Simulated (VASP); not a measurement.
# Sn2Pt: convergence with the smearing and SCF solver, part 3 of 4

Aim: find what the smearing and SCF solver change for Sn2Pt, and what they cost. The atoms are off their equilibrium sites, so that forces can be compared too. The series runs use PBEsol. The atoms of the start are displaced at random from the sites of a Fm-3m cell.

VASP 6.6.1; PBEsol; plane waves and PAW (Sn_d, Pt).

Still holding for the runs below: The k-mesh is coarse for a metal.

So far. Step 11 (Smearing: ISMEAR = 2, SIGMA = 0.5): Against the run before the energy at zero width moves by -1.73 meV an atom and the pressure by -0.05 GPa, after 13 cycles in 20 s. The entropy term T·S comes to 0.82 meV an atom in size. Step 12 (Smearing: ISMEAR = -5): Against the first of the series the energy at zero width moves by -12.61 meV an atom and the pressure by -0.53 GPa, after 15 cycles in 22 s.

The database entry behind the starting cell differs from later determinations by our own check (0.1 to 0.3 % short, probably kX units), so it need not match the best structure at ambient conditions.

## 14. SCF solver: ALGO = Normal

This step: PBEsol; plane waves and PAW (Sn_d, Pt) (VASP 6.6.1).

All solvers should reach one answer; they differ in cycles and robustness.

INCAR

```
SYSTEM = Sn2Pt
PREC = Accurate
ENCUT = 400
EDIFF = 1E-06
NELM = 100
ISMEAR = -1
SIGMA = 0.05
LREAL = .FALSE.
ALGO = Normal
GGA = PS
NBANDS = 25
LASPH = .TRUE.
LORBIT = 11
LWAVE = .FALSE.
LCHARG = .FALSE.
KPAR = 4
ISIF = 2
```

POSCAR

```
Sn2Pt
1.0
    0.0000000000      3.2125000000      3.2125000000
    3.2125000000      0.0000000000      3.2125000000
    3.2125000000      3.2125000000      0.0000000000
Sn Pt
2 1
Direct
    0.2539900000      0.2477940000      0.2420800000
    0.7475320000      0.7448380000      0.7577600000
   -0.0018900000     -0.0094730000      0.0106570000
```

KPOINTS

```
Automatic mesh
0
Gamma
5 5 5
0 0 0
```

PAW data sets: Sn_d and Pt (PBE family, release 64).

The run is started by

```console
mpirun -np 4 vasp_std
```

What it wrote:

```text
[... set-up lines as in an earlier step ...]
 entering main loop
       N       E                     dE             d eps       ncg     rms          rms(c)
DAV:   1     0.303024164450E+03    0.30302E+03   -0.16653E+04  3344   0.199E+03
DAV:   2     0.155697185726E+02   -0.28745E+03   -0.28021E+03  3239   0.465E+02
DAV:   3    -0.163609419798E+02   -0.31931E+02   -0.31419E+02  3690   0.147E+02
DAV:   4    -0.173302713727E+02   -0.96933E+00   -0.96678E+00  3664   0.277E+01
DAV:   5    -0.173601558972E+02   -0.29885E-01   -0.29882E-01  4397   0.463E+00    0.838E+00
DAV:   6    -0.169688762831E+02    0.39128E+00   -0.16816E+00  3260   0.869E+00    0.358E+00
DAV:   7    -0.168698237840E+02    0.99052E-01   -0.20282E-01  3976   0.445E+00    0.229E+00
DAV:   8    -0.168361508037E+02    0.33673E-01   -0.72085E-02  3690   0.220E+00    0.261E-01
DAV:   9    -0.168356782873E+02    0.47252E-03   -0.51486E-03  3940   0.837E-01    0.163E-01
DAV:  10    -0.168358344101E+02   -0.15612E-03   -0.87522E-04  3337   0.300E-01    0.375E-02
DAV:  11    -0.168358648843E+02   -0.30474E-04   -0.54664E-05  3441   0.607E-02    0.918E-03
DAV:  12    -0.168358720307E+02   -0.71464E-05   -0.14252E-05  3284   0.394E-02    0.665E-03
DAV:  13    -0.168358722753E+02   -0.24452E-06   -0.14714E-06  3019   0.682E-03
   1 F= -.16835872E+02 E0= -.16827907E+02  d E =-.159297E-01
```

It took 19 s on 4 MPI ranks of AMD EPYC 7R43, shared host; peak memory 0.72 GiB.

OUTCAR, selected parts (step 14):

```text
   NELECT =      38.0000    total number of electrons

 E-fermi :   9.4589

 k-point     1 :       0.0000    0.0000    0.0000
  band No.  band energies     occupation
    ...
     13       4.0771      2.00000
     14       4.1378      2.00000
     15       5.7702      2.00000
     16       5.7709      2.00000
     17       6.5533      2.00000
     18      11.7977      0.00000
     19      11.8482      0.00000
     20      11.8646      0.00000
     21      12.0712      0.00000
     22      12.1112      0.00000
    ...

  Total        0.4772483      0.4713831      0.4706706     -0.1964887      0.2610935      0.1914498
  in kB       11.5317603     11.3900393     11.3728225     -4.7477598      6.3088068      4.6260048
  external PRESSURE =      11.4315407 kB  Pullay stress =       0.0000000 kB

 POSITION                                       TOTAL-FORCE (eV/Angst)
 -----------------------------------------------------------------------------------
      1.57372      1.59362      1.61198         0.249276      0.230258     -0.238145
      4.82710      4.83575      4.79424        -0.154681     -0.062663      0.061546
      3.21630      3.24066      6.38850        -0.094595     -0.167596      0.176600
 -----------------------------------------------------------------------------------
    total drift:                               -0.000529      0.000084     -0.000231

  FREE ENERGIE OF THE ION-ELECTRON SYSTEM (eV)
  ---------------------------------------------------
  free  energy   TOTEN  =       -16.8358722753 eV

  energy  without entropy=      -16.8199426219  energy(sigma->0) =      -16.82790745

[... 8 parts as in an earlier step ...]

[... 9 further parts left out ...]
```

This step gave:

```yaml
scf_cycles: 13
free_energy_toten: -16.84 eV
fermi_energy: 9.459 eV
pressure: 1.143 GPa
```

The series starts at -5.6093 eV an atom and 1.14 GPa, after 13 cycles in 19 s.

## 15. SCF solver: ALGO = Fast

INCAR: that of step 14 with these lines changed.

```diff
@@ -8,3 +8,3 @@
 LREAL = .FALSE.
-ALGO = Normal
+ALGO = Fast
 GGA = PS
```

POSCAR is that of step 14.

KPOINTS is that of step 14.

The run is started by

```console
mpirun -np 4 vasp_std
```

What it wrote:

```text
[... set-up lines as in an earlier step ...]
 entering main loop
       N       E                     dE             d eps       ncg     rms          rms(c)
[... 5 cycles as in an earlier step ...]
RMM:   6    -0.169670420886E+02    0.39311E+00   -0.12489E+00  3711   0.658E+00    0.366E+00
RMM:   7    -0.168642198594E+02    0.10282E+00   -0.13358E-01  4001   0.325E+00    0.217E+00
RMM:   8    -0.168353945445E+02    0.28825E-01   -0.70579E-02  3820   0.191E+00    0.284E-01
RMM:   9    -0.168356723297E+02   -0.27779E-03   -0.14076E-02  4084   0.111E+00    0.202E-01
[...]
RMM:  13    -0.168358727331E+02   -0.45631E-05   -0.71543E-05  4788   0.548E-02    0.884E-03
RMM:  14    -0.168358724380E+02    0.29501E-06   -0.11094E-05  3723   0.198E-02    0.518E-03
RMM:  15    -0.168358720976E+02    0.34040E-06   -0.18969E-06  2560   0.961E-03
   1 F= -.16835872E+02 E0= -.16827906E+02  d E =-.159314E-01
```

Run time: 25 s. Hardware: 4 MPI ranks; peak memory 0.69 GiB; 96 s of CPU time.

OUTCAR, selected parts (step 15):

```text
  Total        0.4849242      0.4790637      0.4783566     -0.1963719      0.2609405      0.1913721
  in kB       11.7172332     11.5756238     11.5585395     -4.7449385      6.3051099      4.6241279
  external PRESSURE =      11.6171322 kB  Pullay stress =       0.0000000 kB

 POSITION                                       TOTAL-FORCE (eV/Angst)
 -----------------------------------------------------------------------------------
      1.57372      1.59362      1.61198         0.249299      0.230297     -0.238189
      4.82710      4.83575      4.79424        -0.154658     -0.062623      0.061503
      3.21630      3.24066      6.38850        -0.094641     -0.167673      0.176686
 -----------------------------------------------------------------------------------
    total drift:                               -0.000598     -0.000066     -0.000074

  FREE ENERGIE OF THE ION-ELECTRON SYSTEM (eV)
  ---------------------------------------------------
  free  energy   TOTEN  =       -16.8358720976 eV

  energy  without entropy=      -16.8199407311  energy(sigma->0) =      -16.82790641

[... 2 parts as in an earlier step ...]

[... 1 further part left out ...]
[key lines of the parts left out:]
E-fermi :   9.4588
```

Against the first of the series the energy stays within 0.01 meV an atom; the pressure moves by +0.02 GPa, after 15 cycles in 25 s.

## 16. SCF solver: ALGO = VeryFast

INCAR: that of step 15 with these lines changed.

```diff
@@ -8,3 +8,3 @@
 LREAL = .FALSE.
-ALGO = Fast
+ALGO = VeryFast
 GGA = PS
```

POSCAR is that of step 15.

KPOINTS is that of step 15.

The run is started by

```console
mpirun -np 4 vasp_std
```

What it wrote:

```text
[... set-up lines as in an earlier step ...]
 entering main loop
       N       E                     dE             d eps       ncg     rms          rms(c)
RMM:   1     0.104504272595E+02    0.10450E+02   -0.17286E+04  1575   0.184E+03
RMM:   2    -0.378614233327E+02   -0.48312E+02   -0.41512E+03  1575   0.353E+02
RMM:   3    -0.139887111898E+02    0.23873E+02   -0.83806E+02  1575   0.182E+02
RMM:   4    -0.290352943497E+02   -0.15047E+02   -0.37693E+02  1575   0.110E+02
[...]
RMM:  19    -0.168358732564E+02   -0.10408E-04   -0.86987E-05  4777   0.658E-02    0.155E-02
RMM:  20    -0.168358719470E+02    0.13094E-05   -0.11555E-05  4154   0.245E-02    0.261E-03
RMM:  21    -0.168358722226E+02   -0.27557E-06   -0.28064E-06  2756   0.117E-02
   1 F= -.16835872E+02 E0= -.16827907E+02  d E =-.159301E-01
```

Run time: 31 s. Hardware: 4 MPI ranks; peak memory 0.68 GiB.

Parts of OUTCAR (step 16):

```text
  Total        0.4832821      0.4774296      0.4766685     -0.1964486      0.2610278      0.1914104
  in kB       11.6775550     11.5361390     11.5177492     -4.7467899      6.3072197      4.6250521
  external PRESSURE =      11.5771477 kB  Pullay stress =       0.0000000 kB

 POSITION                                       TOTAL-FORCE (eV/Angst)
 -----------------------------------------------------------------------------------
      1.57372      1.59362      1.61198         0.249319      0.230304     -0.238171
      4.82710      4.83575      4.79424        -0.154700     -0.062672      0.061555
      3.21630      3.24066      6.38850        -0.094619     -0.167632      0.176616
 -----------------------------------------------------------------------------------
    total drift:                               -0.000556      0.000049     -0.000225

  FREE ENERGIE OF THE ION-ELECTRON SYSTEM (eV)
  ---------------------------------------------------
  free  energy   TOTEN  =       -16.8358722226 eV

  energy  without entropy=      -16.8199421531  energy(sigma->0) =      -16.82790719

[... 2 parts as in an earlier step ...]

[... 1 further part left out ...]
[key lines of the parts left out:]
E-fermi :   9.4589
```

Against the first of the series the energy stays within 0.01 meV an atom; the pressure moves by +0.01 GPa, after 21 cycles in 31 s.

## 17. SCF solver: ALGO = All

INCAR: that of step 16 with these lines changed.

```diff
@@ -8,3 +8,3 @@
 LREAL = .FALSE.
-ALGO = VeryFast
+ALGO = All
 GGA = PS
```

POSCAR is that of step 16.

KPOINTS is that of step 16.

The run is started by

```console
mpirun -np 4 vasp_std
```

What it wrote:

```text
[... set-up lines as in an earlier step ...]
 entering main loop
       N       E                     dE             d eps       ncg     rms           ort
DAV:   1     0.303024164450E+03    0.30302E+03   -0.16468E+04  1575   0.214E+03
DAV:   2     0.155697185726E+02   -0.28745E+03   -0.28021E+03  1575   0.465E+02
DAV:   3    -0.163609419798E+02   -0.31931E+02   -0.31419E+02  1575   0.147E+02
DAV:   4    -0.173302713727E+02   -0.96933E+00   -0.96678E+00  1575   0.277E+01
DAV:   5    -0.173601558972E+02   -0.29885E-01   -0.29882E-01  1575   0.463E+00
SDA:   6    -0.160887620695E+02    0.12714E+01   -0.29882E-01  1575   0.457E+01   0.000E+00
 gam= 0.000 g(H,U,f)=  0.265E+01 0.183E+01 0.929E-01 ort(H,U,f) = 0.000E+00 0.000E+00 0.000E+00
 gam= 0.000 trial= 0.400  step=  0.3059 mean=  0.4000
CGA:   7    -0.167828079917E+02   -0.69405E+00   -0.69873E+00  1575   0.122E+00   0.193E-01
 gam= 0.027 g(H,U,f)=  0.959E-01 0.230E-01 0.291E-02 ort(H,U,f) =-0.142E+00 0.147E+00 0.135E-01
 gam= 0.027 trial= 0.391  step=  0.7041 mean=  0.3906
[...]
gam= 0.155 trial= 0.468  step=  0.7367 mean=  0.4683
CGA:  12    -0.168358330233E+02   -0.10777E-03   -0.10912E-03  1575   0.141E-03  -0.101E-04
 gam= 0.474 g(H,U,f)=  0.131E-03 0.938E-05 0.128E-06 ort(H,U,f) =-0.429E-04 0.326E-04 0.212E-06
 gam= 0.474 trial= 0.495  step=  0.4491 mean=  0.4952
CGA:  13    -0.168358633368E+02   -0.30314E-04   -0.30513E-04  1575   0.232E-04   0.869E-05
 gam= 0.165 g(H,U,f)=  0.201E-04 0.298E-05 0.115E-06 ort(H,U,f) =-0.196E-05 0.105E-04 0.130E-06
 gam= 0.165 trial= 0.491  step=  0.5000 mean=  0.4906
CGA:  14    -0.168358694989E+02   -0.61620E-05   -0.61588E-05  1575   0.551E-05   0.668E-06
 gam= 0.237 g(H,U,f)=  0.542E-05 0.866E-07 0.147E-08 ort(H,U,f) = 0.140E-05-0.718E-06-0.133E-07
 gam= 0.237 trial= 0.492  step=  0.7188 mean=  0.4915
SDA:  15    -0.168358713269E+02   -0.18280E-05   -0.20355E-05  1575   0.352E-05  -0.182E-05
 gam= 0.000 g(H,U,f)=  0.336E-05 0.160E-06 0.625E-08 ort(H,U,f) =-0.179E-05-0.330E-07 0.324E-08
 gam= 0.000 trial= 0.514  step=  0.3071 mean=  0.5142
SDA:  16    -0.168358717619E+02   -0.43504E-06   -0.54115E-06  1575   0.651E-06   0.103E-05
 gam= 0.000 g(H,U,f)=  0.589E-06 0.617E-07 0.280E-09 ort(H,U,f) = 0.990E-06 0.405E-07-0.210E-10
 gam= 0.000 trial= 0.494  step=  0.4845 mean=  0.4935
 final diagonalization occupied
   1 F= -.16835872E+02 E0= -.16827907E+02  d E =-.159302E-01
```

The job ended after 24 s (4 MPI ranks; peak memory 0.93 GiB).

From OUTCAR (step 17):

```text
  Total        0.4810225      0.4751820      0.4744821     -0.1965234      0.2611642      0.1915094
  in kB       11.6229553     11.4818319     11.4649203     -4.7485975      6.3105158      4.6274454
  external PRESSURE =      11.5232359 kB  Pullay stress =       0.0000000 kB

 POSITION                                       TOTAL-FORCE (eV/Angst)
 -----------------------------------------------------------------------------------
      1.57372      1.59362      1.61198         0.249290      0.230276     -0.238176
      4.82710      4.83575      4.79424        -0.154685     -0.062648      0.061545
      3.21630      3.24066      6.38850        -0.094606     -0.167628      0.176631
 -----------------------------------------------------------------------------------
    total drift:                               -0.000520      0.000063     -0.000247

  FREE ENERGIE OF THE ION-ELECTRON SYSTEM (eV)
  ---------------------------------------------------
  free  energy   TOTEN  =       -16.8358717619 eV

  energy  without entropy=      -16.8199415628  energy(sigma->0) =      -16.82790666

[... 2 parts as in an earlier step ...]

[... 1 further part left out ...]
[key lines of the parts left out:]
E-fermi :   9.4589
```

Against the first of the series the energy stays within 0.01 meV an atom; the pressure moves by +0.01 GPa, after 16 cycles in 24 s.

## 18. SCF solver: ALGO = Damped

INCAR: that of step 17 with these lines changed.

```diff
@@ -8,3 +8,3 @@
 LREAL = .FALSE.
-ALGO = All
+ALGO = Damped
 GGA = PS
```

POSCAR is that of step 17.

KPOINTS is that of step 17.

The run is started by

```console
mpirun -np 4 vasp_std
```

What it wrote:

```text
[... set-up lines as in an earlier step ...]
 entering main loop
       N       E                     dE             d eps       ncg     rms           ort
DAV:   1     0.422057378510E+03    0.42206E+03   -0.14630E+04  1575   0.214E+03
DAV:   2     0.112077008851E+03   -0.30998E+03   -0.30270E+03  1575   0.518E+02
DAV:   3     0.105620341567E+02   -0.10151E+03   -0.98747E+02  1575   0.244E+02
DAV:   4    -0.105570349650E+02   -0.21119E+02   -0.20818E+02  1575   0.128E+02
[...]
DMP:  20    -0.168358700805E+02   -0.25730E-05   -0.25741E-05  1575   0.563E-05   0.210E-05
DMP:  21    -0.168358715013E+02   -0.14208E-05   -0.65314E-06  1575   0.172E-05  -0.233E-06
DMP:  22    -0.168358718349E+02   -0.33361E-06   -0.45591E-06  1575   0.878E-06   0.686E-06
 final diagonalization occupied
   1 F= -.16835872E+02 E0= -.16827907E+02  d E =-.159305E-01
```

Run time: 26 s. Hardware: 4 MPI ranks; peak memory 0.93 GiB; 98 s of CPU time.

From OUTCAR (step 18):

```text
  Total        0.4719624      0.4662992      0.4655599     -0.1965346      0.2610104      0.1914627
  in kB       11.4040365     11.2671960     11.2493334     -4.7488682      6.3067983      4.6263170
  external PRESSURE =      11.3068553 kB  Pullay stress =       0.0000000 kB

 POSITION                                       TOTAL-FORCE (eV/Angst)
 -----------------------------------------------------------------------------------
      1.57372      1.59362      1.61198         0.249243      0.230268     -0.238123
      4.82710      4.83575      4.79424        -0.154651     -0.062694      0.061490
      3.21630      3.24066      6.38850        -0.094592     -0.167574      0.176633
 -----------------------------------------------------------------------------------
    total drift:                               -0.000528     -0.000026     -0.000335

  FREE ENERGIE OF THE ION-ELECTRON SYSTEM (eV)
  ---------------------------------------------------
  free  energy   TOTEN  =       -16.8358718349 eV

  energy  without entropy=      -16.8199412955  energy(sigma->0) =      -16.82790657

[... 2 parts as in an earlier step ...]

[... 1 further part left out ...]
[key lines of the parts left out:]
E-fermi :   9.4588
```

Against the first of the series the energy stays within 0.01 meV an atom; the pressure moves by -0.01 GPa, after 22 cycles in 26 s.

## 19. SCF solver: AMIX = 0.1, BMIX = 0.01

INCAR: that of step 18 with these lines changed.

```diff
@@ -8,3 +8,3 @@
 LREAL = .FALSE.
-ALGO = Damped
+ALGO = Normal
 GGA = PS
@@ -17 +17,3 @@
 ISIF = 2
+AMIX = 0.1
+BMIX = 0.01
```

POSCAR is that of step 18.

KPOINTS is that of step 18.

The run is started by

```console
mpirun -np 4 vasp_std
```

What it wrote:

```text
[... set-up lines as in an earlier step ...]
 entering main loop
       N       E                     dE             d eps       ncg     rms          rms(c)
[... 5 cycles as in an earlier step ...]
DAV:   6    -0.171473810419E+02    0.21277E+00   -0.15704E-01  3584   0.267E+00    0.672E+00
DAV:   7    -0.169313422907E+02    0.21604E+00   -0.58230E-01  3263   0.550E+00    0.373E+00
DAV:   8    -0.168435463687E+02    0.87796E-01   -0.13959E-01  4145   0.439E+00    0.122E+00
DAV:   9    -0.168386640919E+02    0.48823E-02   -0.25281E-02  4010   0.106E+00    0.652E-01
DAV:  10    -0.168361816395E+02    0.24825E-02   -0.96073E-03  3762   0.150E+00    0.391E-01
DAV:  11    -0.168359283785E+02    0.25326E-03   -0.63381E-04  3349   0.195E-01    0.133E-01
DAV:  12    -0.168358894550E+02    0.38923E-04   -0.12720E-04  3624   0.115E-01    0.362E-02
DAV:  13    -0.168358721539E+02    0.17301E-04   -0.32525E-05  3748   0.520E-02    0.970E-03
DAV:  14    -0.168358726953E+02   -0.54134E-06   -0.55665E-06  3158   0.211E-02
   1 F= -.16835873E+02 E0= -.16827909E+02  d E =-.159278E-01
```

Wall time 22 s (4 MPI ranks); peak memory 0.7 GiB.

Parts of OUTCAR (step 19):

```text
  Total        0.4686853      0.4627286      0.4619820     -0.1962908      0.2608830      0.1913399
  in kB       11.3248514     11.1809207     11.1628786     -4.7429775      6.3037208      4.6233504
  external PRESSURE =      11.2228836 kB  Pullay stress =       0.0000000 kB

 POSITION                                       TOTAL-FORCE (eV/Angst)
 -----------------------------------------------------------------------------------
      1.57372      1.59362      1.61198         0.249258      0.230225     -0.238107
      4.82710      4.83575      4.79424        -0.154730     -0.062727      0.061612
      3.21630      3.24066      6.38850        -0.094528     -0.167497      0.176496
 -----------------------------------------------------------------------------------
    total drift:                               -0.000129      0.000771     -0.000950

  FREE ENERGIE OF THE ION-ELECTRON SYSTEM (eV)
  ---------------------------------------------------
  free  energy   TOTEN  =       -16.8358726953 eV

  energy  without entropy=      -16.8199448691  energy(sigma->0) =      -16.82790878

[... 2 parts as in an earlier step ...]

[... 1 further part left out ...]
[key lines of the parts left out:]
E-fermi :   9.4589
```

Against the first of the series the energy stays within 0.01 meV an atom; the pressure moves by -0.02 GPa, after 14 cycles in 22 s.

## 20. SCF solver: AMIX = 0.8

INCAR: that of step 19 with these lines changed.

```diff
@@ -17,3 +17,2 @@
 ISIF = 2
-AMIX = 0.1
-BMIX = 0.01
+AMIX = 0.8
```

POSCAR is that of step 19.

KPOINTS is that of step 19.

The run is started by

```console
mpirun -np 4 vasp_std
```

What it wrote:

```text
[... set-up lines as in an earlier step ...]
 entering main loop
       N       E                     dE             d eps       ncg     rms          rms(c)
[... 5 cycles as in an earlier step ...]
DAV:   6    -0.175978114046E+02   -0.23766E+00   -0.76307E+00  3223   0.186E+01    0.736E+00
DAV:   7    -0.168503149267E+02    0.74750E+00   -0.34947E+00  3455   0.126E+01    0.220E+00
DAV:   8    -0.168354027260E+02    0.14912E-01   -0.20320E-01  3319   0.319E+00    0.473E-01
DAV:   9    -0.168355877237E+02   -0.18500E-03   -0.87741E-03  4221   0.582E-01    0.112E-01
DAV:  10    -0.168358519114E+02   -0.26419E-03   -0.46082E-04  3663   0.180E-01    0.773E-02
DAV:  11    -0.168358708912E+02   -0.18980E-04   -0.13038E-04  3746   0.975E-02    0.222E-02
DAV:  12    -0.168358722268E+02   -0.13357E-05   -0.73474E-06  2887   0.244E-02    0.100E-02
DAV:  13    -0.168358723148E+02   -0.87998E-07   -0.67385E-07  1790   0.198E-02
   1 F= -.16835872E+02 E0= -.16827907E+02  d E =-.159306E-01
```

Elapsed: 21 s, on 4 MPI ranks; peak memory 0.72 GiB; 79 s of CPU time.

(Continued in part 4 of 4.)

[Lines on the potential files, build, host, timing and source positions are cut from VASP's logs without a mark.]

[Logs are printed without paths, hosts, clocks, repeated set-up lines and the standing remarks that a program may print on its own settings, such as how far it seeks lower states.]

[Hosts, paths, dates, database ids (printed as entryN), source tags and the programs' standing remarks are cut or masked in the printed files.]

[A measured line is paired with the nearest computed mode of its activity, which favours agreement.]

[In band tables of VASP the shares of atoms and orbitals are scaled to a sum of 1 inside the atoms' spheres.]
